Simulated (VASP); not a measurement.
Input:

```
NiN
1.0
    3.48087     0.00000     0.00000
   -1.74043     3.01452     0.00000
    0.00000     0.00000     4.85148
Ni N
2 2
Cartesian
  0.00000   0.00000   0.00000
  0.00000   0.00000   2.42574
  0.00000   2.00968   1.21287
  1.74044   1.00484   3.63861
```
Starting moments (μB, in the order of the record's atoms Ni Ni N N): 2.0 2.0 0.0 0.0.

The numbers are results of PBE GGA, VASP's PBE PAW potentials (set 64) (plane waves; VASP), not measurements. Numerical set-up: 520 eV cut-off, 4×4×2 Γ-centred mesh, Gaussian smearing of 0.050 eV, potentials Ni N.

Gaps are read on the run's mesh, which can miss a band edge. The moments were started parallel, and other spin orders were not tried in this run.

Q: What does the run give for the cell moment, energy per atom (σ→0), pressure, band gap (on the k-mesh) with the smallest direct gap where there is one?

A: 
| Property | Value |
|---|---|
| band gap (on the k-mesh) | none (metal, semimetal or under 0.01 eV) |
| cell moment | 0.87 μB |
| energy per atom (σ→0) | -5.480 eV/atom |
| pressure | -37.58 GPa |

Q: Give the moment on each site (PAW-sphere projection).

A: 
```csv
site,moment (μB)
Ni1,0.30
Ni2,0.30
N3,0.10
N4,0.10
```

The structure was generated: NiN was put into the NiAs type (P6_3/mmc), which need not be its known phase. The cell was not relaxed at this level. The k-mesh is coarse (spacing up to 0.65 per Å, 2π included), so the numbers may not be converged in it. The run is one of a series of settings (KPOINTS 4×4×2 Γ-centred mesh against the base run), some of them coarse on purpose.
